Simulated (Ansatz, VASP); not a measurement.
**TaN: VASP beside Ansatz**

One calculation is typed for both programs; each brings its own data sets. How far apart do they land? The cell is taken from a series of runs on this material, whose earlier steps may have relaxed, scaled, displaced or heated it; both programs get it as it stands.

Main program and level: Ansatz 0.2.0; plane waves, with VASP 6.6.1 beside it; zone-centre phonons at PBEsol.

## (1) The starting structure

Symmetry: Immm, No. 71, orthorhombic system. The conventional cell has a = 3.070 Å, b = 3.124 Å, c = 4.372 Å, α = 90.00°, β = 90.00°, γ = 90.00°. Nearest to N lie 6 Ta at 2.19 Å. Nearest to Ta lie 6 N at 2.19 Å. Farther neighbours and most contacts between anions are not listed.

## (2) Ansatz: zone-centre phonons, PBEsol

Ansatz runs on its PAW soft_1 files.

Second derivatives magnify differences that forces hide, and they need a tight electronic threshold.

The input, input.yaml:

```yaml
crystal:
  lattice:
    - [0.0192653135, 2.1900023483, 2.1859516457]
    - [2.1900023483, 0.0192653135, 2.1859516457]
    - [2.2092676618, 2.2092676618, 0.0]
  atoms:
    - { symbol: "N", position: [0.0, 0.0, 0.0] }
    - { symbol: Ta, position: [0.5, 0.5, 0.5] }
kpoints:
  mp_grid: { grid: [16, 16, 16] }
hamiltonian:
  xc: pbesol
  pseudopotentials: { kind: paw, azcp: { folder: soft_1 }, xc_functional: pbe }
scf:
  occupations: { method: methfessel_paxton, width: 0.2 }
output:
  eigenvalues: true
phonons:
  method: dfpt
```

Started as:

```bash
$ ansatz run input.yaml --threads 4 --pin off --max-ram 10240MiB --backend cpu --events-out ev --progress --plain --runs-dir out
```

Numbers of over 12 decimals in the logs are rounded to 6 here.

What it wrote:

```text
zone centre: on kpoints.mp_grid the ground state, and the responses unless they are solved on pairs of k-points, stand on 1098 of the mesh's 4096 k-points, reduced under 4 symmetry operations, with k and −k counted as one. Each operation leaves every solved displacement unchanged or reverses it
Engine: ansatz 0.2.0, aarch64-unknown-linux-gnu
Pseudopotentials: kind: paw
Pseudopotential: N, paw, valence charge 5, recommended cutoff 420 eV (normal), soft_1/N.paw.azcp
Pseudopotential: Ta, paw, valence charge 13, recommended cutoff 420 eV (normal), soft_1/Ta.paw.azcp
Functional definition: PBEsol
  exchange = pbesol_x
  correlation = pbesol_c
Crystal: 2 atoms, lattice volume = 20.967 Å³
Basis set: ecut = 420 eV, 411 PW (Γ), exchange–correlation on 48×48×48 points (8 copies of the dense FFT grid, shifted against one another)
Bands: 13, of which v1, the nominal top of the filled ones, is band 9 counted from 1 (8 counted from 0)
Symmetry: 8 space group operations
k-points: 1098 of 4096 (irreducible under 4 space group operations)
Non-local potential: N, projectors of the file, l = 0: 2, l = 1: 2, l = 2: 1
Non-local potential: Ta, projectors of the file, l = 0: 3, l = 1: 2, l = 2: 2, l = 3: 1
PAW form: soft (Blöchl's): semilocal exchange-correlation on the pseudo side does not see the compensation charge
PAW frozen core: N, regenerated for the run's functional, and the local potential with it (the file was generated under x = pbe(κ = 0.804, μ = 0.219515), c = pbe(β = 0.066725))
PAW frozen core: Ta, regenerated for the run's functional, and the local potential with it (the file was generated under x = pbe(κ = 0.804, μ = 0.219515), c = pbe(β = 0.066725))
PAW one-centre angular grid: N, 110 points (default); XC on 64 Gauss nodes
PAW one-centre angular grid: Ta, 590 points (default); XC on 64 Gauss nodes
Initial density: superposition of atomic densities (chi_scale 0.1, normalization cell, long waves kept (reshape's long-wave potential 0.00 eV rms))
Initial wavefunctions: pseudopotential atomic-orbital guess
Functional: x = pbesol(κ = 0.804, μ = 0.123457), c = pbesol(β = 0.046)
SCF iter   1: F=—  HF=-10188.067163 eV  |F-HF|=—  |Δ(HF+E_count)|=         —  Δρ=4.81e-2  dr2=4.74e-1  ethr=3.10e-3  ⟨swp⟩=5.0  Hψ=152078  notcnv=0
automatic band count: the SCF goes on with 17 bands, as 13 were too few: the levels above may hold too much charge
preconditioner: auto → none  [metal: Δε(μ)=0.001 eV  Ē_g=15.969 eV  σ=0.200 eV  W_gap=0.00  n_scr=8 (ndim 8)  ℏωp=25.6 eV  f_vac=0.000  D(μ)=0.93/eV (n_scr^D=8)  sad-step TF]
SCF iter   2: F=—  HF=-10188.040953 eV  |F-HF|=—  |Δ(HF+E_count)|=   2.62e-2  S|Δr|=    0.00e0  Δρ=3.43e-2  dr2=2.78e-1  ethr=2.63e-3  ⟨swp⟩=1.0  Hψ=27450  notcnv=0
SCF iter   3: F=—  HF=-10187.978752 eV  |F-HF|=—  |Δ(HF+E_count)|=   6.22e-2  S|Δr|=    0.00e0  Δρ=3.05e-3  dr2=4.27e-4  ethr=1.54e-3  ⟨swp⟩=2.4  Hψ=24748  notcnv=0
SCF iter   4: F=—  HF=-10187.979068 eV  |F-HF|=—  |Δ(HF+E_count)|=   3.16e-4  S|Δr|=    0.00e0  Δρ=5.82e-4  dr2=8.38e-5  ethr=2.37e-6  ⟨swp⟩=2.6  Hψ=33129  notcnv=0  defer=1245
SCF iter   5: F=—  HF=-10187.979054 eV  |F-HF|=—  |Δ(HF+E_count)|=   1.48e-5  S|Δr|=    0.00e0  Δρ=4.57e-5  dr2=3.07e-7  ethr=4.65e-7  ⟨swp⟩=2.1  Hψ=19861  notcnv=0  defer=1245
SCF iter   6: F=—  HF=-10187.979053 eV  |F-HF|=—  |Δ(HF+E_count)|=   6.04e-7  S|Δr|=    0.00e0  Δρ=7.70e-6  dr2=6.42e-9  ethr=1.70e-9  ⟨swp⟩=2.5  Hψ=25452  notcnv=0  defer=1412
SCF iter   7: F=—  HF=-10187.979053 eV  |F-HF|=—  |Δ(HF+E_count)|=   1.04e-9  S|Δr|=    0.00e0  Δρ=1.20e-6  dr2=8.77e-11  ethr=3.57e-11  ⟨swp⟩=2.4  Hψ=26395  notcnv=0  defer=1412
SCF iter   8: F=-10187.979053 eV  HF=-10187.979053 eV  |F-HF|=1.82e-12  |Δ(HF+E_count)|=  2.91e-11  S|Δr|=    0.00e0  Δρ=9.00e-8  dr2=1.07e-12  ethr=1.00e-12  ⟨swp⟩=9.1  Hψ=82044  notcnv=0
SCF 1 converged in 8 iterations: F = -10187.979053 eV  dr2 = 1.07e-12
  greatest PAW one-centre occupation: 0.999 electrons in one spin orbital (limit 2), on the Ta atom at site 1 (counted from 0), in its partial waves of l = 0
DFPT response loops at Γ: preconditioner auto → Kerker (q_TF=auto, 2.660 Å⁻¹) (partly filled bands, converged f_vac=0.000); β = 1.00, the filter's whole step (`scf.mixing.beta` (0.50) is not read by the response loops under this deck's `scf.mixing.preconditioner`; to damp them name `kerker` or `kerker_dos`, under which they read `scf.mixing.beta`, and type it under 1.00, their step now; both keys bind the ground state too); Broyden in place of MSR1
SCF converged after 8 iterations
Stability not checked: this state was not tested for a lower state beside it, because cold or Methfessel-Paxton smearing, or corrected tetrahedra, fill the levels in a way that the test cannot read (fill_not_monotonic; see scf.lower_state_search)
Free energy (F): -10187.979053 eV
Harris-Foulkes:  -10187.979053 eV  (|F-HF|=1.82e-12)
Internal energy: -10187.977134 eV  (E = F + TS)
E sigma→0 (E₀):  -10187.978573 eV
Entropy (-TS):   -0.001919 eV (-0.960 meV/atom)
Fermi energy:    21.733876 eV
--- Per-component energies (eV) ---
  E_band       = -43.249487
  E_kinetic    = 525.565556
  E_local      = -560.977816  (includes V_loc(G=0)·N_el)
  E_nonlocal   = 26.481090
  E_hartree    = 200.825137
  E_xc         = -379.343816
  E_vxc        = -310.669144  (∫ρ·V_xc dr)
  E_paw        = -8304.712637  (= ΣΔE_a)
  E_vpaw       = -125.300340  (= ΣTr[D̂ρ^β])
  E_aug_tail   = 0.000904  (compensation charges beyond the density's cutoff)
  E_ewald      = -1696.057362
  E_core_change = 0.241812  (= ΣΔE_core)
  E_smearing   = -0.001919  (= −TS)
  E_closure    = 0.000000  (closes the sum)
  Σ components = -10187.979053   (vs F -10187.979053, Δ=0.00e0)
--- Band table (eV; the first three rows and the last of 1098) ---
  k-point 0: bands = [... 5 lower, 17.8418, 17.8985, 17.9438, 19.4413, 19.5957, 19.7262, 21.7853, 21.8099, ... 4 higher]
  k-point 1: bands = [... 5 lower, 17.3263, 17.5286, 17.6021, 19.6628, 19.8056, 19.8840, 22.1813, 22.2048, ... 4 higher]
  k-point 2: bands = [... 5 lower, 16.2753, 16.8049, 16.8947, 20.0505, 20.1745, 20.2535, 23.1437, 23.1702, ... 4 higher]
  k-point 1097: bands = [... 5 lower, 15.1030, 16.1574, 17.0127, 17.1635, 23.9094, 25.4145, 25.4157, 26.4702, ... 4 higher]
--- Phonons (Γ-DFPT): 4 representative perturbations + reference, on 1098 of 4096 k-points (Σ response iterations 12) ---
  k mesh reduced under 4 symmetry operations, with k and −k counted as one. Each operation leaves every solved displacement unchanged or reverses it
  ASR residual: 4.857e-5 → 0.000e0 eV/Å²; symmetrization residual: 9.065e-7 eV/Å²
  ASR residual per site (eV/Å²): 4.86e-5 4.19e-5
  Γ frequencies (cm⁻¹): 0.00 0.00 0.00 399.19 408.85 410.91
  non-analytic LO–TO correction: not included (Born effective charges unavailable; polar crystals: no LO–TO splitting at Γ)
```

In the SCF lines HF is the Harris–Foulkes energy and dr2 the Hartree energy of the density residual, in eV; the loop may stop once dr2 is under the threshold and the program's other checks hold. Hψ counts applications of the Hamiltonian.

[end of part 1 of 2]

[Lines on the potential files, build, host, timing and source positions are cut from VASP's logs without a mark.]

[Logs are printed without paths, hosts, clocks, repeated set-up lines and the standing remarks that a program may print on its own settings, such as how far it seeks lower states.]

[Hosts, paths, dates, database ids (printed as entryN), source tags and the programs' standing remarks are cut or masked in the printed files.]
